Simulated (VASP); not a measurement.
**SiC: band structure with TB-mBJ**

The system is SiC.

```xyz
8
Lattice="3.0932 0.0000 0.0000 -1.5466 2.6788 0.0000 0.0000 0.0000 10.1266" Properties=species:S:1:pos:R:3 pbc="T T T"
Si    1.5466    0.8929    9.4972
Si    0.0000    1.7859    4.4339
Si    0.0000    0.0000    6.9661
Si   -1.5466    2.6788    1.9028
C     1.5466    0.8929    7.5930
C     0.0000    1.7859    2.5297
C     0.0000    0.0000    5.0678
C     0.0000    0.0000    0.0045
```

The cell is a database's computed one.

```json
{"Program": "VASP 6.6.1", "Task": "band structure", "Functional": "TB-mBJ", "Potentials or basis": "VASP PAW PBE potentials, release 64 (Si, C)", "Cutoff": "520 eV", "k mesh": "12 × 12 × 3", "Occupations": "gaussian, width 0.03 eV", "Spin": "no spin polarisation", "Further INCAR settings": "ALGO = Normal; EDIFF = 1e-06; NBANDS = 26"}
```

```json
{"Band gap on the k mesh": "3.17 eV, indirect (least direct gap 4.33 eV)", "Band gap along the path": "3.17 eV, indirect (least direct gap 4.33 eV)"}
```

Levels at the corners of the path, in eV from the valence-band top:
| point | band 14 | band 15 | band 16 | band 17 | band 18 | band 19 |
| --- | --- | --- | --- | --- | --- | --- |
| Γ | -0.05 | 0.00 | 0.00 | 5.75 | 6.31 | 6.89 |
| M | -2.22 | -1.58 | -1.16 | 3.17 | 3.28 | 5.08 |
| M | -2.22 | -1.58 | -1.16 | 3.17 | 3.28 | 5.08 |
| K | -2.75 | -2.75 | -1.71 | 4.91 | 4.91 | 5.95 |
| K | -2.75 | -2.75 | -1.71 | 4.91 | 4.91 | 5.95 |
| Γ | -0.05 | 0.00 | 0.00 | 5.75 | 6.31 | 6.89 |
| Γ | -0.05 | 0.00 | 0.00 | 5.75 | 6.31 | 6.89 |
| A | -0.21 | -0.21 | -0.21 | 5.95 | 5.95 | 7.37 |
| A | -0.21 | -0.21 | -0.21 | 5.95 | 5.95 | 7.37 |
| L | -2.39 | -1.57 | -1.57 | 3.56 | 3.56 | 5.06 |
| L | -2.39 | -1.57 | -1.57 | 3.56 | 3.56 | 5.06 |
| H | -2.70 | -2.41 | -2.41 | 4.21 | 4.21 | 7.43 |
| H | -2.70 | -2.41 | -2.41 | 4.21 | 4.21 | 7.43 |
| A | -0.21 | -0.21 | -0.21 | 5.95 | 5.95 | 7.37 |
| L | -2.39 | -1.57 | -1.57 | 3.56 | 3.56 | 5.06 |
| M | -2.22 | -1.58 | -1.16 | 3.17 | 3.28 | 5.08 |
| K | -2.75 | -2.75 | -1.71 | 4.91 | 4.91 | 5.95 |
| H | -2.70 | -2.41 | -2.41 | 4.21 | 4.21 | 7.43 |

It took 2 min on 2 MPI ranks on Intel(R) Xeon(R) 6975P-C (Granite Rapids) (shared host), peak memory 0.28 GiB a rank.
